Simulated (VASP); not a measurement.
Data:

```yaml
crystal:
  lattice:
    - [0.00000, 2.01806, 2.01806]
    - [2.01806, 0.00000, 2.01806]
    - [8.06472, 8.06472, 0.00751]
  atoms:
    - { symbol: Pt, position: [0.00000, 0.00000, 0.00000] }
    - { symbol: Au, position: [0.00544, 0.00544, 0.24592] }
    - { symbol: Au, position: [0.00000, 0.00000, 0.50000] }
    - { symbol: Au, position: [0.99456, 0.99456, 0.75408] }
```

Level of theory: PBEsol GGA, VASP's PBE PAW potentials (set 64) (plane waves; VASP). Settings: 400 eV cut-off, Gaussian smearing of 0.050 eV, potentials Pt Au.

**Question.** Give the energies of bands 11 to 24 at the high-symmetry points, in eV from the Fermi level.

**Answer.** 
```json
[
 {"band": "11", "Γ": "-4.43", "T": "-4.54", "H2": "-4.12", "L": "-3.49", "S0": "-4.15", "F": "-3.67"},
 {"band": "12", "Γ": "-4.43", "T": "-4.20", "H2": "-4.08", "L": "-2.91", "S0": "-4.05", "F": "-3.47"},
 {"band": "13", "Γ": "-3.75", "T": "-3.62", "H2": "-3.39", "L": "-2.77", "S0": "-3.40", "F": "-2.93"},
 {"band": "14", "Γ": "-3.58", "T": "-3.62", "H2": "-3.31", "L": "-2.42", "S0": "-3.31", "F": "-1.82"},
 {"band": "15", "Γ": "-3.58", "T": "-3.19", "H2": "-2.58", "L": "-1.99", "S0": "-2.57", "F": "-1.73"},
 {"band": "16", "Γ": "-2.94", "T": "-3.19", "H2": "-2.22", "L": "-1.82", "S0": "-2.24", "F": "-1.71"},
 {"band": "17", "Γ": "-2.94", "T": "-2.99", "H2": "-2.07", "L": "-1.75", "S0": "-2.07", "F": "-1.40"},
 {"band": "18", "Γ": "-2.81", "T": "-2.77", "H2": "-1.67", "L": "-1.67", "S0": "-1.67", "F": "-0.91"},
 {"band": "19", "Γ": "-2.81", "T": "-2.36", "H2": "-1.63", "L": "-1.04", "S0": "-1.62", "F": "-0.88"},
 {"band": "20", "Γ": "-2.18", "T": "-2.36", "H2": "-0.75", "L": "0.21", "S0": "-0.75", "F": "-0.82"},
 {"band": "21", "Γ": "-2.18", "T": "-2.29", "H2": "2.93", "L": "0.56", "S0": "2.89", "F": "0.21"},
 {"band": "22", "Γ": "-0.83", "T": "-2.29", "H2": "3.15", "L": "0.74", "S0": "3.10", "F": "1.07"},
 {"band": "23", "Γ": "-0.72", "T": "-0.79", "H2": "3.20", "L": "1.53", "S0": "3.27", "F": "1.49"},
 {"band": "24", "Γ": "-0.72", "T": "-0.79", "H2": "3.83", "L": "1.99", "S0": "4.12", "F": "1.94"}
]
```

It has no gap at this level: it comes out as a metal or semimetal.

The structure was generated: Au3Pt was put into an ordered model structure (R-3m), which need not be its known phase. It was relaxed first. The electron count is odd and the run is not spin-polarised, which forces a metal.
